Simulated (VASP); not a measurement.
Consider the following.

```
Cr
1.0
    2.71160     0.00000     0.00000
    0.00000     2.71160     0.00000
    0.00000     0.00000     2.71160
Cr
2
Direct
  0.00000   0.00000   0.00000
  0.50000   0.50000   0.50000
```

Level of theory: LDA (Ceperley-Alder, Perdew-Zunger), VASP's LDA PAW potentials (set 64) (plane waves; VASP 6.6.1). Settings: 500 eV cut-off, 13×13×13 Γ-centred mesh, first-order Methfessel-Paxton smearing of 0.10 eV, potentials Cr_pv.

Predict the energy per atom (σ→0), pressure, band gap (on the k-mesh) with the smallest direct gap where there is one.

```yaml
band gap (on the k-mesh): none (metal, semimetal or under 0.01 eV)
energy per atom (σ→0): -10.550 eV/atom
pressure: 298.8 kbar
```

The compound is Cr in the bcc, AFM order structure. It was relaxed first under an external pressure of 30 GPa. The run is not spin-polarised, so no magnetic state was tried.
